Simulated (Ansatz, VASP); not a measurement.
**BC3 in two plane-wave programs**

Wanted: the spread between two codes on one cell, functional and k mesh. The cell is taken from a series of runs on this material, whose earlier steps may have relaxed, scaled, displaced or heated it; both programs get it as it stands.

Main program and level: Ansatz 0.2.0; plane waves, with VASP 6.6.1 beside it; single point at PBE0.

## (1) Set-up

The cell holds 8 atoms: 2 B and 6 C. Cell: a = 5.171 Å, b = 5.171 Å, c = 23.200 Å, α = 90.0°, β = 90.0°, γ = 120.0°. Vacuum lies along c.

As a file:

```cif
data_structure
_symmetry_space_group_name_H-M 'P 1'
_symmetry_Int_Tables_number 1
_cell_length_a 5.1713
_cell_length_b 5.1713
_cell_length_c 23.2000
_cell_angle_alpha 90.000
_cell_angle_beta 90.000
_cell_angle_gamma 120.000
_cell_volume 537.30
loop_
_atom_site_label
_atom_site_type_symbol
_atom_site_fract_x
_atom_site_fract_y
_atom_site_fract_z
_atom_site_occupancy
B1 B 0.33333 0.66667 0.50000 1
B2 B 0.66667 0.33333 0.50000 1
C3 C 0.15865 0.31730 0.50000 1
C4 C 0.31730 0.15865 0.50000 1
C5 C 0.15865 0.84135 0.50000 1
C6 C 0.84135 0.15865 0.50000 1
C7 C 0.68270 0.84135 0.50000 1
C8 C 0.84135 0.68270 0.50000 1
```

## (2) Ansatz: single point, PBE0

Ansatz runs on its PAW soft_1 files.

With cell and atoms fixed, the geometry can't cause a difference; cores, projectors, grids and the points listed under the comparison can.

Contents of input.yaml:

```yaml
crystal:
  lattice:
    - [5.1713065328, 0.0, 0.0]
    - [-2.5856532664, 4.4784828281, 0.0]
    - [0.0, 0.0, 23.2]
  atoms:
    - { symbol: B, position: [0.3333333333, 0.6666666667, 0.5] }
    - { symbol: B, position: [0.6666666667, 0.3333333333, 0.5] }
    - { symbol: C, position: [0.1586495647, 0.3172991293, 0.5] }
    - { symbol: C, position: [0.3172991293, 0.1586495647, 0.5] }
    - { symbol: C, position: [0.1586495647, 0.8413504353, 0.5] }
    - { symbol: C, position: [0.8413504353, 0.1586495647, 0.5] }
    - { symbol: C, position: [0.6827008707, 0.8413504353, 0.5] }
    - { symbol: C, position: [0.8413504353, 0.6827008707, 0.5] }
  periodic: [true, true, false]
kpoints:
  mp_grid: { grid: [3, 3, 1] }
  band_path:
    path:
      - [0.0, 0.0, 0.0]
      - [0.5, 0.0, 0.0]
      - [0.3333333333, 0.3333333333, 0.0]
      - [0.2, 0.0, 0.0]
    npoints: 1
hamiltonian:
  xc: pbe0
  pseudopotentials: { kind: paw, azcp: { folder: soft_1 } }
scf:
  occupations: { method: fixed }
  n_extra_bands: 6
output:
  eigenvalues: true
```

Command:

```sh
ansatz run input.yaml --threads 4 --pin off --max-ram 17510MiB --backend cpu --events-out ev --progress --plain --runs-dir out
```

Numbers of over 12 decimals in the logs are rounded to 6 here.

Log:

```text
scf.n_extra_bands = 6 over 15 filled bands (N_el = 30.0): the run solves 21 bands
Engine: ansatz 0.2.0, aarch64-unknown-linux-gnu
Pseudopotentials: kind: paw
Pseudopotential: B, paw, valence charge 3, recommended cutoff 420 eV (normal), soft_1/B.paw.azcp
Pseudopotential: C, paw, valence charge 4, recommended cutoff 420 eV (normal), soft_1/C.paw.azcp
Functional definition: PBE0
  parameter a = 0.25
  parameter kappa = 0.804
  parameter beta = 0.066725
  exchange = (1 - a)*pbe_x(kappa = kappa, mu = beta*pi^2/3) + a*exact_x
  correlation = pbe_c(beta = beta)
davidson cushion auto → on  (no smearing: the cushion is to keep the highest requested band from converging to the state above it; pin scf.eigensolver.cushion to override)
Crystal: 8 atoms, lattice volume = 537.303 Å³
Basis set: ecut = 420 eV, 10475 PW (Γ)
Bands: 21, of which v1, the nominal top of the filled ones, is band 15 counted from 1 (14 counted from 0)
Symmetry: 24 space group operations
Space group: P6/mmm (ITA 191), of the structure as read, at distance tolerance 8.1e-5 Å
k-points: 3 of 9
Non-local potential: B, projectors of the file, l = 0: 2, l = 1: 2, l = 2: 1
Non-local potential: C, projectors of the file, l = 0: 2, l = 1: 2, l = 2: 1
PAW form: soft (Blöchl's): semilocal exchange-correlation on the pseudo side does not see the compensation charge
PAW frozen core: B, regenerated for the run's functional, and the local potential with it (the file was generated under x = pbe(κ = 0.804, μ = 0.219515), c = pbe(β = 0.066725))
PAW frozen core: C, regenerated for the run's functional, and the local potential with it (the file was generated under x = pbe(κ = 0.804, μ = 0.219515), c = pbe(β = 0.066725))
PAW one-centre angular grid: B, 110 points (default); XC on 64 Gauss nodes
PAW one-centre angular grid: C, 110 points (default); XC on 64 Gauss nodes
Initial density: superposition of atomic densities (neutral atoms: chi_scale 0, normalization atom)
Initial wavefunctions: pseudopotential atomic-orbital guess
Functional: x = pbe(κ = 0.804, μ = 0.219515), c = pbe(β = 0.066725), warm-up for x = 0.75 pbe(κ = 0.804, μ = 0.219515) + 0.25 exact, c = pbe(β = 0.066725)
iter 1 solved again at ethr=4.56e-2 eV; its pass at ethr=1.00e-1 eV (dr2=1.37e1 eV) is discarded
SCF iter   1: F=—  HF=-1821.764872 eV  |F-HF|=—  |Δ(HF+E_count)|=         —  Δρ=5.01e-2  dr2=1.38e1  ethr=4.56e-2  ⟨swp⟩=4.0  Hψ=391  notcnv=0
preconditioner: auto → none  [insulator: Δε(μ)=1.974 eV  Ē_g=13.245 eV  n_scr=54 (ndim 8)  ℏωp=8.8 eV  f_vac=0.786]
iter 2 solved again at ethr=4.28e-3 eV; its pass at ethr=4.56e-2 eV (dr2=1.29e0 eV) is discarded
SCF iter   2: F=—  HF=-1816.287760 eV  |F-HF|=—  |Δ(HF+E_count)|=    5.48e0  Δρ=1.87e-2  dr2=1.34e0  ethr=4.28e-3  ⟨swp⟩=4.7  Hψ=333  notcnv=0  defer=4
SCF iter   3: F=—  HF=-1815.902965 eV  |F-HF|=—  |Δ(HF+E_count)|=   3.85e-1  Δρ=5.37e-3  dr2=1.76e-1  ethr=4.28e-3  ⟨swp⟩=4.3  Hψ=195  notcnv=0  defer=4
SCF iter   4: F=—  HF=-1815.860952 eV  |F-HF|=—  |Δ(HF+E_count)|=   4.20e-2  Δρ=2.18e-3  dr2=9.18e-3  ethr=5.86e-4  ⟨swp⟩=4.3  Hψ=186  notcnv=0  defer=3
SCF iter   5: F=—  HF=-1815.863203 eV  |F-HF|=—  |Δ(HF+E_count)|=   2.25e-3  Δρ=2.53e-4  dr2=1.67e-4  ethr=3.06e-5  ⟨swp⟩=4.7  Hψ=178  notcnv=0  defer=6
SCF iter   6: F=-1815.863275 eV  HF=-1815.863277 eV  |F-HF|=2.08e-6  |Δ(HF+E_count)|=   7.37e-5  Δρ=5.78e-5  dr2=1.09e-5  ethr=5.58e-7  ⟨swp⟩=10.0  Hψ=272  notcnv=0  defer=3
SCF 1 stopped early in 6 iterations: F = -1815.863275 eV  dr2 = 1.09e-5
  greatest PAW one-centre occupation: 0.677 electrons in one spin orbital (limit 2), on the C atom at site 7 (counted from 0), in its partial waves of l = 0
Initial density: handed on by an earlier stage of this run
Initial wavefunctions: those handed on with the density
Functional: x = 0.75 pbe(κ = 0.804, μ = 0.219515) + 0.25 exact, c = pbe(β = 0.066725)
Exchange kernel: α = 0.2500, full range, Wigner–Seitz truncation, v(0) = 9607.2232 eV·Å³, q-mesh 3×3×1, nearest image of the exchange supercell L = 15.51 Å, pair-density grid 24×24×108, without the augmentation charges, whose exchange is taken in its separable form by FFT convolution over the k-point mesh (sized by the pseudopotential files, 30×30×160 at the most)
Frozen-core exchange: fock
SCF iter   1: F=—  HF=-1816.507113 eV  |F-HF|=—  |Δ(HF+E_count)|=         —  Δρ=2.48e-3  dr2=2.05e-2  ethr=3.65e-7  ⟨swp⟩=14.7  Hψ=461  notcnv=0
preconditioner: auto → none  [insulator: Δε(μ)=2.708 eV  Ē_g=13.594 eV  n_scr=54 (ndim 8)  ℏωp=8.8 eV  f_vac=0.812]
SCF iter   2: F=—  HF=-1816.498324 eV  |F-HF|=—  |Δ(HF+E_count)|=   8.79e-3  Δρ=4.97e-4  dr2=1.77e-3  ethr=3.65e-7  ⟨swp⟩=6.7  Hψ=317  notcnv=0  defer=1
SCF iter   3: F=—  HF=-1816.509282 eV  |F-HF|=—  |Δ(HF+E_count)|=   1.10e-2  Δρ=2.44e-4  dr2=2.33e-4  ethr=3.65e-7  ⟨swp⟩=5.7  Hψ=282  notcnv=0  defer=1
SCF iter   4: F=—  HF=-1816.509209 eV  |F-HF|=—  |Δ(HF+E_count)|=   7.29e-5  Δρ=3.19e-5  dr2=3.40e-5  ethr=3.65e-7  ⟨swp⟩=3.7  Hψ=172  notcnv=0  defer=1
SCF iter   5: F=-1816.509453 eV  HF=-1816.509455 eV  |F-HF|=2.09e-6  |Δ(HF+E_count)|=   2.46e-4  Δρ=3.48e-5  dr2=5.20e-6  ethr=1.59e-8  ⟨swp⟩=5.3  Hψ=261  notcnv=0  defer=1
SCF 2 stopped early in 5 iterations: F = -1816.509453 eV  dr2 = 5.20e-6
  greatest PAW one-centre occupation: 0.679 electrons in one spin orbital (limit 2), on the C atom at site 6 (counted from 0), in its partial waves of l = 0
hybrid outer 1: dexx = +1.365e-2 eV, tail = 4.35e-5 eV
Exchange kernel: α = 0.2500, full range, Wigner–Seitz truncation, v(0) = 9607.2232 eV·Å³, q-mesh 3×3×1, nearest image of the exchange supercell L = 15.51 Å, pair-density grid 24×24×108, without the augmentation charges, whose exchange is taken in its separable form by FFT convolution over the k-point mesh (sized by the pseudopotential files, 30×30×160 at the most)
Frozen-core exchange: fock
SCF iter   1: F=—  HF=-1816.509590 eV  |F-HF|=—  |Δ(HF+E_count)|=         —  Δρ=2.11e-5  dr2=9.91e-7  ethr=7.26e-7  ⟨swp⟩=2.7  Hψ=144  notcnv=0
preconditioner: auto → none  [insulator: Δε(μ)=2.777 eV  Ē_g=13.649 eV  n_scr=54 (ndim 8)  ℏωp=8.8 eV  f_vac=0.812]
SCF iter   2: F=—  HF=-1816.509590 eV  |F-HF|=—  |Δ(HF+E_count)|=   3.13e-7  Δρ=6.46e-6  dr2=2.02e-7  ethr=3.08e-9  ⟨swp⟩=5.3  Hψ=239  notcnv=0
SCF iter   3: F=-1816.509590 eV  HF=-1816.509590 eV  |F-HF|=6.20e-9  |Δ(HF+E_count)|=   1.56e-8  Δρ=1.80e-6  dr2=8.38e-8  ethr=4.55e-10  ⟨swp⟩=3.7  Hψ=198  notcnv=0
SCF 3 converged in 3 iterations: F = -1816.509590 eV  dr2 = 8.38e-8
  greatest PAW one-centre occupation: 0.679 electrons in one spin orbital (limit 2), on the C atom at site 7 (counted from 0), in its partial waves of l = 0
hybrid outer 2: dexx = +5.749e-7 eV, tail = 1.81e-7 eV, Δε = 1.72e-3 eV (about 1.39e-4 eV left of the loop's levels)
NSCF: frozen V_eff on 4 k-points
hybrid SCF converged: 2 outer / 8 inner (+6 warm-up), last move |dexx| = 5.75e-7 eV, tail = 1.81e-7 eV
Stability not checked: this state was not tested for a lower state beside it, because the functional holds exact exchange (a hybrid, or Hartree-Fock), whose exchange loop this test does not read (fock_operator; see scf.lower_state_search)
Free energy (F): -1816.509590 eV
Frozen-core exchange: fock
Harris-Foulkes:  -1816.509591 eV  (|F-HF|=6.20e-9)
Internal energy: -1816.509590 eV  (E = F + TS)
E sigma→0 (E₀):  -1816.509590 eV
Fermi energy:    -6.889223 eV
--- Per-component energies (eV) ---
  E_band       = -412.365093
  E_kinetic    = 619.680911
  E_local      = -19122.331679  (includes V_loc(G=0)·N_el)
  E_nonlocal   = 156.567127
  E_hartree    = 9228.855879
  E_xc         = -267.097623
  E_vxc        = -325.549583  (∫ρ·V_xc dr)
  E_exx        = -76.413543  (= α·E_x^exact, valence–valence)
  E_paw        = -757.590701  (= ΣΔE_a)
  E_vpaw       = -45.606903  (= ΣTr[D̂ρ^β])
  E_aug_tail   = 0.000111  (compensation charges beyond the density's cutoff)
  E_ewald      = 8401.948641
  E_core_change = -0.128715  (= ΣΔE_core)
  E_smearing   = -0.000000  (= −TS)
  E_closure    = 0.000000  (closes the sum)
  Σ components = -1816.509590   (vs F -1816.509590, Δ=-6.82e-13)
--- Band table (eV) ---
  k-point 0: bands = [... 11 lower, -7.0204, -7.0204, -6.8892, -6.8892, -2.8064, -1.1229, -1.1229, -0.5031, ... 2 higher]
  k-point 1: bands = [... 11 lower, -9.0038, -8.6565, -7.8103, -7.2520, -4.1115, -0.2717, 0.3425, 0.4443, ... 2 higher]
  k-point 2: bands = [... 11 lower, -9.5328, -9.5328, -8.8469, -8.8469, -2.3355, -2.3355, 1.9882, 1.9918, ... 2 higher]
  the weakly bound empty levels are not read free of the cell's end (exact_exchange)
```

The column dr2 measures how far the density is from self-consistency, as an energy; F and HF (Harris–Foulkes) agree once it is small.

## (3) VASP: single point, PBE0

The same cell, functional and mesh now go to VASP, with its own data sets.

Lines of VASP's logs that name or quote its potential files are left out, and so is its time.

The run reads the wave functions of an earlier VASP run, which isn't shown here.

Contents of INCAR:

```
SYSTEM = BC3
PREC = Accurate
ENCUT = 520
EDIFF = 1E-06
NELM = 100
ISMEAR = 0
SIGMA = 0.01
LREAL = .FALSE.
ALGO = Normal
LHFCALC = .TRUE.
AEXX = 0.25
GGA = PE
LASPH = .TRUE.
NBANDS = 23
PRECFOCK = Fast
LORBIT = 11
LWAVE = .FALSE.
LCHARG = .FALSE.
ISIF = 2
LDIPOL = .TRUE.
IDIPOL = 3
DIPOL = 0.5 0.5 0.5
LVHAR = .TRUE.
```

Contents of POSCAR:

```
BC3
1.0
    5.1713065328      0.0000000000      0.0000000000
   -2.5856532664      4.4784828281      0.0000000000
    0.0000000000      0.0000000000     23.2000000000
B C
2 6
Direct
    0.3333333333      0.6666666667      0.5000000000
    0.6666666667      0.3333333333      0.5000000000
    0.1586495647      0.3172991293      0.5000000000
    0.3172991293      0.1586495647      0.5000000000
    0.1586495647      0.8413504353      0.5000000000
    0.8413504353      0.1586495647      0.5000000000
    0.6827008707      0.8413504353      0.5000000000
    0.8413504353      0.6827008707      0.5000000000
```

Contents of KPOINTS:

```
Automatic mesh
0
Gamma
3 3 1
0 0 0
```

Potentials, in the order of the species: B and C (PBE family, release 64).

Command:

```sh
export OMP_NUM_THREADS=3
mpirun -np 1 vasp_std
```

Log:

```text
[banner, memory and clock lines left out]
running    1 mpi-ranks, on    1 nodes
 distrk:  each k-point on    1 cores,    1 groups
 distr:  one band on    1 cores,    1 groups
 Offloading initialized ...    1 GPUs detected
 POSCAR found type information on POSCAR B C
 POSCAR found :  2 types and       8 ions
 LDA part: xc-table for (Slater+PW92), standard interpolation
 found WAVECAR, reading the header
 POSCAR, INCAR and KPOINTS ok, starting setup
 FFT: planning ... GRIDC
 FFT: planning ... GRID_SOFT
 FFT: planning ... GRID
 reading WAVECAR
 the WAVECAR file was read successfully
 initial charge from wavefunction
 entering main loop
       N       E                     dE             d eps       ncg     rms          rms(c)
DAV:   1    -0.806517443429E+02   -0.80652E+02   -0.95501E-01   159   0.627E+00    0.117E+00
DAV:   2    -0.806583129214E+02   -0.65686E-02   -0.22507E-02   169   0.769E-01    0.789E-01
DAV:   3    -0.806560572128E+02    0.22557E-02   -0.25498E-03   152   0.288E-01    0.453E-01
DAV:   4    -0.806553512017E+02    0.70601E-03   -0.88740E-04   159   0.172E-01    0.246E-01
DAV:   5    -0.806551598460E+02    0.19136E-03   -0.21662E-04   175   0.848E-02    0.132E-01
DAV:   6    -0.806551079557E+02    0.51890E-04   -0.46256E-05   145   0.392E-02    0.741E-02
DAV:   7    -0.806550984395E+02    0.95162E-05   -0.12939E-05   145   0.219E-02    0.410E-02
DAV:   8    -0.806551017343E+02   -0.32948E-05   -0.41030E-06   137   0.125E-02    0.228E-02
DAV:   9    -0.806551079735E+02   -0.62392E-05   -0.15386E-06   121   0.768E-03    0.131E-02
DAV:  10    -0.806551139069E+02   -0.59334E-05   -0.70495E-07    97   0.536E-03    0.738E-03
DAV:  11    -0.806551190526E+02   -0.51456E-05   -0.43452E-07    97   0.375E-03    0.431E-03
DAV:  12    -0.806551232902E+02   -0.42376E-05   -0.22345E-07    97   0.254E-03    0.264E-03
DAV:  13    -0.806551263095E+02   -0.30194E-05   -0.13821E-07   104   0.177E-03    0.178E-03
DAV:  14    -0.806551291310E+02   -0.28215E-05   -0.98073E-08    97   0.134E-03    0.134E-03
DAV:  15    -0.806551311007E+02   -0.19697E-05   -0.70435E-08    97   0.100E-03    0.110E-03
DAV:  16    -0.806551325461E+02   -0.14455E-05   -0.47925E-08    97   0.783E-04    0.958E-04
DAV:  17    -0.806551338576E+02   -0.13114E-05   -0.39773E-08    97   0.654E-04    0.858E-04
DAV:  18    -0.806551346709E+02   -0.81328E-06   -0.27589E-08    90   0.521E-04
   1 F= -.80655135E+02 E0= -.80655135E+02  d E =-.631598E-61
```

From OUTCAR (step 3):

```text
ion  position               nearest neighbor table
   1  0.333  0.667  0.500-   5 1.56   3 1.56   7 1.56
   2  0.667  0.333  0.500-   6 1.56   8 1.56   4 1.56
   3  0.159  0.317  0.500-   4 1.42   6 1.42   1 1.56
   4  0.317  0.159  0.500-   3 1.42   5 1.42   2 1.56
   5  0.159  0.841  0.500-   4 1.42   8 1.42   1 1.56
   6  0.841  0.159  0.500-   7 1.42   3 1.42   2 1.56
   7  0.683  0.841  0.500-   8 1.42   6 1.42   1 1.56
   8  0.841  0.683  0.500-   7 1.42   5 1.42   2 1.56

  LATTYP: Found a hexagonal cell.
 ALAT       =     5.1713065328
 C/A-ratio  =     4.4862937157

 Subroutine GETGRP returns: Found 24 space group operations
 (whereof 24 operations were pure point group operations)

The static configuration has the point symmetry D_6h.

 Found      3 irreducible k-points:

   k-points           NKPTS =      3   k-points in BZ     NKDIM =      9   number of bands    NBANDS=     23

   dimension x,y,z NGX =    40 NGY =   40 NGZ =  180
   dimension x,y,z NGXF=    80 NGYF=   80 NGZF=  360

   ENCUT  =  520.0 eV  38.22 Ry    6.18 a.u.   9.62  9.62 43.14*2*pi/ulx,y,z

   NELECT =      30.0000    total number of electrons

 k-points in reciprocal lattice and weights: Automatic mesh
   0.00000000  0.00000000  0.00000000       0.111
   0.33333333  0.00000000  0.00000000       0.667
   0.33333333  0.33333333  0.00000000       0.222

  exchange ACFDT corr.  =         0.00000000  see jH, gK, PRB 81, 115126

 dipolmoment           0.000000      0.000000      0.000000 electrons x Angstroem

 average (electrostatic) potential at core
       1 -31.9141       2 -31.9141       3 -53.4970       4 -53.4970       5 -53.4970
       6 -53.4970       7 -53.4970       8 -53.4970

 E-fermi :  -5.6316

 k-point     1 :       0.0000    0.0000    0.0000
  band No.  band energies     occupation
    ...
     11      -8.4966      2.00000
     12      -5.8913      2.00000
     13      -5.8913      2.00000
     14      -5.7474      2.00000
     15      -5.7474      2.00000
     16      -1.6577      0.00000
     17       0.0285      0.00000
     18       0.0285      0.00000
     19       0.6508      0.00000
     20       0.6742      0.00000
    ...

 k-point     2 :       0.3333    0.0000    0.0000
  band No.  band energies     occupation
    ...
     11      -8.4420      2.00000
     12      -7.8577      2.00000
     13      -7.5191      2.00000
     14      -6.6660      2.00000
     15      -6.1263      2.00000
     16      -2.9498      0.00000
     17       0.8739      0.00000
     18       1.5034      0.00000
     19       1.5968      0.00000
     20       2.1387      0.00000
    ...

 k-point     3 :       0.3333    0.3333    0.0000
  band No.  band energies     occupation
    ...
     11      -9.2591      2.00000
     12      -8.3863      2.00000
     13      -8.3863      2.00000
     14      -7.7111      2.00000
     15      -7.7111      2.00000
     16      -1.1820      0.00000
     17      -1.1820      0.00000
     18       3.1492      0.00000
     19       3.1527      0.00000
     20       3.1527      0.00000
    ...

  Total       -2.6958981     -2.6958981     -0.0756638      0.0000000      0.0000000      0.0000000
  in kB       -8.0388677     -8.0388677     -0.2256211      0.0000000      0.0000000      0.0000000
  external PRESSURE =      -5.4344522 kB  Pullay stress =       0.0000000 kB

  energy-cutoff  :      520.00
  volume of cell :      537.30
      direct lattice vectors                 reciprocal lattice vectors
     5.171306533  0.000000000  0.000000000     0.193374729  0.111644952 -0.000000000
    -2.585653266  4.478482828  0.000000000     0.000000000  0.223289904  0.000000000
     0.000000000  0.000000000 23.200000000     0.000000000 -0.000000000  0.043103448

 POSITION                                       TOTAL-FORCE (eV/Angst)
 -----------------------------------------------------------------------------------
     -0.00000      2.98566     11.60000        -0.000000      0.000000      0.000000
      2.58565      1.49283     11.60000        -0.000000     -0.000000      0.000000
      0.00000      1.42102     11.60000         0.000000     -0.447356      0.000000
      1.23064      0.71051     11.60000        -0.387422     -0.223678      0.000000
     -1.35501      3.76797     11.60000        -0.387422      0.223678     -0.000000
      3.94067      0.71051     11.60000         0.387422     -0.223678      0.000000
      1.35501      3.76797     11.60000         0.387422      0.223678     -0.000000
      2.58565      3.05746     11.60000        -0.000000      0.447356     -0.000000
 -----------------------------------------------------------------------------------
    total drift:                               -0.000000     -0.000000      0.000000

  FREE ENERGIE OF THE ION-ELECTRON SYSTEM (eV)
  ---------------------------------------------------
  free  energy   TOTEN  =       -80.6551346709 eV

  energy  without entropy=      -80.6551346709  energy(sigma->0) =      -80.65513467

 vacuum level on the upper side and lower side of the slab         1.133         1.133

 total charge
# of ion       s       p       d       tot
------------------------------------------
    1        0.763   1.291   0.000   2.054
    2        0.763   1.291   0.000   2.054
    3        0.878   1.729   0.000   2.607
    4        0.878   1.729   0.000   2.607
    5        0.878   1.729   0.000   2.607
    6        0.878   1.729   0.000   2.607
    7        0.878   1.729   0.000   2.607
    8        0.878   1.729   0.000   2.607
--------------------------------------------------
tot          6.791  12.956   0.000  19.747
```

## (4) Comparison

Known differences besides the potentials themselves: exact exchange at q = 0 is treated differently, which shows on coarse meshes; VASP keeps PBE cores, Ansatz makes them for the functional; fixed occupations in Ansatz, narrow Gaussian smearing in VASP; Ansatz cuts the interaction across the vacuum, VASP repeats the sheet with a dipole correction; the cutoff is 420 eV in Ansatz and 520 eV in VASP; VASP takes a coarser grid for exact exchange (PRECFOCK = Fast). Total energies have different zeros and are not compared.

The two programs side by side:

```
              quantity  Ansatz   VASP  difference
gap on the k mesh (eV)   2.778  2.798      -0.020
```

A gap on the mesh is an upper bound, since the band edges may lie between its points. With vacuum in the cell, a pressure given here is an average over mostly empty space and none of the material.

## (5) Summary of results

```
difference in gap on the k mesh (single point, PBE0) : -0.020 eV
```

The difference in gap on the k mesh is -0.020 eV (single point, PBE0), within the 0.08 eV picked in this series as the mark of a large difference. How closely two codes agree says nothing of how well the functional describes the real material.

[Lines on the potential files, build, host, timing and source positions are cut from VASP's logs without a mark.]

[Logs are printed without paths, hosts, clocks, repeated set-up lines and the standing remarks that a program may print on its own settings, such as how far it seeks lower states.]

[Hosts, paths, dates, database ids (printed as entryN), source tags and the programs' standing remarks are cut or masked in the printed files.]
